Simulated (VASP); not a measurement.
Computed with optB88-vdW, VASP's PBE PAW potentials (set 64) (plane waves; VASP).

VASP input:

INCAR:
```
# general
SYSTEM  =FeAl
PREC    =Accurate
ENCUT   =520   # plane-wave cut-off (eV)
LREAL   =.FALSE.   # projection in real space or not
LASPH   =.TRUE.   # aspherical one-centre terms

# electronic loop
EDIFF   =1E-6
NELM    =100
ALGO    =Normal
LMAXMIX =4   # l cut-off of mixed one-centre charges

# smearing
ISMEAR  =1
SIGMA   =0.1

# functional
GGA     =BO
LUSE_VDW=.TRUE.
AGGAC   =0.0
PARAM1  =0.1833333333
PARAM2  =0.22

# ions
IBRION  =2   # conjugate gradients
NSW     =60   # most ionic steps
ISIF    =3   # ions, shape and volume
EDIFFG  =-0.01   # ionic stop

# output
LWAVE   =.FALSE.
LCHARG  =.FALSE.
```

File POSCAR:
```
FeAl
1
    2.9100000000     0.0000000000     0.0000000000
    0.0000000000     2.9100000000     0.0000000000
    0.0000000000     0.0000000000     2.9100000000
Al Fe
1 1
Direct
  0.5000000000   0.5000000000   0.5000000000
  0.0000000000   0.0000000000   0.0000000000
```

### KPOINTS
```
K-points
0
Gamma
  11 11 11
0 0 0
```

POTCAR, in this order: Al Fe (PBE.64 set). Program: vasp_std.

The resulting files:

### OSZICAR
```
       N       E                     dE             d eps       ncg     rms          rms(c)
DAV:   1     0.357847301678E+02    0.35785E+02   -0.49411E+03  1008   0.121E+03
DAV:   2    -0.890521683587E+01   -0.44690E+02   -0.42884E+02  1017   0.177E+02
DAV:   3    -0.100990822244E+02   -0.11939E+01   -0.11660E+01  1153   0.393E+01
DAV:   4    -0.101252953685E+02   -0.26213E-01   -0.26194E-01  1293   0.530E+00
DAV:   5    -0.101259491744E+02   -0.65381E-03   -0.65378E-03  1227   0.762E-01    0.122E+01
DAV:   6    -0.120811289117E+02   -0.19552E+01   -0.63590E+01  1149   0.123E+02    0.171E+01
DAV:   7    -0.860633714850E+01    0.34748E+01   -0.32667E+01  1129   0.777E+01    0.225E+00
DAV:   8    -0.858462396294E+01    0.21713E-01   -0.17842E-01  1105   0.520E+00    0.125E+00
DAV:   9    -0.857503174370E+01    0.95922E-02   -0.35238E-02  1178   0.302E+00    0.303E-01
DAV:  10    -0.857485788695E+01    0.17386E-03   -0.97573E-04  1273   0.396E-01    0.912E-02
DAV:  11    -0.857486798309E+01   -0.10096E-04   -0.25543E-05  1148   0.634E-02    0.116E-02
DAV:  12    -0.857486791513E+01    0.67961E-07   -0.20938E-06   674   0.184E-02
   1 F= -.85748679E+01 E0= -.85748405E+01  d E =-.857487E+01
       N       E                     dE             d eps       ncg     rms          rms(c)
DAV:   1    -0.964611094444E+01   -0.10712E+01   -0.19168E+01  1054   0.844E+01    0.979E+00
DAV:   2    -0.104889168079E+02   -0.84281E+00   -0.36745E+01  1138   0.977E+01    0.116E+01
DAV:   3    -0.860831113139E+01    0.18806E+01   -0.16668E+01  1107   0.611E+01    0.169E+00
DAV:   4    -0.859171461022E+01    0.16597E-01   -0.99949E-02  1118   0.369E+00    0.963E-01
DAV:   5    -0.858372699550E+01    0.79876E-02   -0.22297E-02  1398   0.197E+00    0.227E-01
DAV:   6    -0.858361241940E+01    0.11458E-03   -0.69357E-04  1122   0.386E-01    0.603E-02
DAV:   7    -0.858362495556E+01   -0.12536E-04   -0.20405E-05  1295   0.473E-02    0.677E-03
DAV:   8    -0.858362492034E+01    0.35219E-07   -0.71006E-07   648   0.105E-02
   2 F= -.85836249E+01 E0= -.85836632E+01  d E =-.875701E-02
       N       E                     dE             d eps       ncg     rms          rms(c)
DAV:   1    -0.882476465724E+01   -0.24114E+00   -0.40462E+00  1050   0.397E+01    0.430E+00
DAV:   2    -0.905636877383E+01   -0.23160E+00   -0.87502E+00  1222   0.461E+01    0.551E+00
DAV:   3    -0.860903022687E+01    0.44734E+00   -0.31203E+00  1189   0.284E+01    0.575E-01
DAV:   4    -0.860645341269E+01    0.25768E-02   -0.95905E-03  1037   0.983E-01    0.318E-01
DAV:   5    -0.860538396731E+01    0.10694E-02   -0.25434E-03  1428   0.572E-01    0.364E-02
DAV:   6    -0.860539792435E+01   -0.13957E-04   -0.32217E-05  1063   0.602E-02    0.154E-02
DAV:   7    -0.860539775693E+01    0.16741E-06   -0.70078E-06  1121   0.429E-02
   3 F= -.86053978E+01 E0= -.86054154E+01  d E =-.305298E-01
```

File OUTCAR:
```
------------------------ aborting loop because EDIFF is reached ----------------------------------------
  FORCE on cell =-STRESS in cart. coord.  units (eV):
  Direction    XX          YY          ZZ          XY          YZ          ZX
  --------------------------------------------------------------------------------------
  Total        0.0053078      0.0053078      0.0053078      0.0000000     -0.0000000      0.0000000
  in kB        0.3623998      0.3623998      0.3623998      0.0000000     -0.0000000      0.0000000
  external PRESSURE =       0.3623998 kB  Pullay stress =       0.0000000 kB
  volume of cell :       23.47
      direct lattice vectors                 reciprocal lattice vectors
     2.862947936  0.000000000  0.000000000     0.349290320 -0.000000000 -0.000000000
     0.000000000  2.862947936 -0.000000000    -0.000000000  0.349290320 -0.000000000
     0.000000000  0.000000000  2.862947936    -0.000000000  0.000000000  0.349290320
 POSITION                                       TOTAL-FORCE (eV/Angst)
 -----------------------------------------------------------------------------------
      1.43147      1.43147      1.43147        -0.000000     -0.000000      0.000000
      0.00000      0.00000      0.00000         0.000000      0.000000     -0.000000
 -----------------------------------------------------------------------------------
    total drift:                               -0.000000      0.000000      0.000000
  FREE ENERGIE OF THE ION-ELECTRON SYSTEM (eV)
  ---------------------------------------------------
  free  energy   TOTEN  =        -8.6053977569 eV

  energy  without entropy=       -8.6054507910  energy(sigma->0) =       -8.60541543

 reached required accuracy - stopping structural energy minimisation
```
(Selected blocks of OUTCAR.)

### CONTCAR
```
FeAl
   1.00000000000000
     2.8629479356149843    0.0000000000000000    0.0000000000000000
     0.0000000000000000    2.8629479356149843   -0.0000000000000000
     0.0000000000000000    0.0000000000000000    2.8629479356149843
  Al              Fe
     1     1
Direct
     0.5000000000000000    0.5000000000000000    0.5000000000000000
     0.0000000000000000    0.0000000000000000    0.0000000000000000
```

Energy and stress use the plane-wave basis of the starting cell.

The compound is FeAl in the CsCl type structure. This run relaxes it. Symmetry was kept, so distortions that lower it aren't found. The run is not spin-polarised, so no magnetic state was tried. The electron count is odd and the run is not spin-polarised, which forces a metal.
